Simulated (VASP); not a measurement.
VASP input:

**POSCAR**
```
Al2Cu
1
   -2.0242922756     2.0242922756     2.8694610596
    2.0242922756    -2.0242922756     2.8694610596
    2.0242922756     2.0242922756    -2.8694610596
Al Cu
2 1
Direct
  0.7500000000   0.2500000000   0.5000000000
  0.2500000000   0.7500000000   0.5000000000
  0.5000000000   0.5000000000   0.0000000000
```

**KPOINTS**
```
kpoints
0
gamma
 10 10 10
```

INCAR:
```
ALGO = Normal
EDIFF = 1E-6
EDIFFG = -0.02
ENCUT = 400
IBRION = 2
ISIF = 3
ISMEAR = 1
LASPH = .TRUE.
LCHARG = .FALSE.
LMAXMIX = 4
LMIXTAU = .TRUE.
LREAL = .FALSE.
LWAVE = .FALSE.
METAGGA = R2SCAN
NELM = 100
NSW = 60
PREC = Accurate
SIGMA = 0.1
SYSTEM = Al2Cu
```

POTCAR, in this order: Al Cu (PBE.64 set). Program: vasp_std.

### Question
Write an equivalent input for Ansatz.

### Answer
One equivalent input (not run):
Ansatz 0.2 input:
```yaml
crystal:
  lattice:
    - [-2.0242923, 2.0242923, 2.8694611]
    - [2.0242923, -2.0242923, 2.8694611]
    - [2.0242923, 2.0242923, -2.8694611]
  atoms:
    - { symbol: Al, position: [0.7500000, 0.2500000, 0.5000000] }
    - { symbol: Al, position: [0.2500000, 0.7500000, 0.5000000] }
    - { symbol: Cu, position: [0.5000000, 0.5000000, 0.0000000] }
kpoints:
  mp_grid: { grid: [10, 10, 10] }
hamiltonian:
  xc: r2scan
  pseudopotentials: { kind: paw }
scf:
  occupations: { method: methfessel_paxton, width: 0.1 }
  max_iter: 100
relax:
  max_steps: 60
  f_tol: 0.02
  cell: {}
output: { forces: true, stress: true, eigenvalues: true }
```
What does not carry over: each code has its own PAW files, so the cut-off isn't converted (ENCUT is set for VASP's; basis.ecutwfc is left out, and Ansatz then takes the one that its files recommend); Ansatz stops its SCF on the density residual and VASP on the energy change (EDIFF).

The structure comes from a computed database's Al2Cu entry (I4/mmm); how it stands against other phases isn't given here. This run relaxes it. It ends in space group Fm-3m. Symmetry was kept, so distortions that lower it aren't found. The start is the result of an earlier pass.
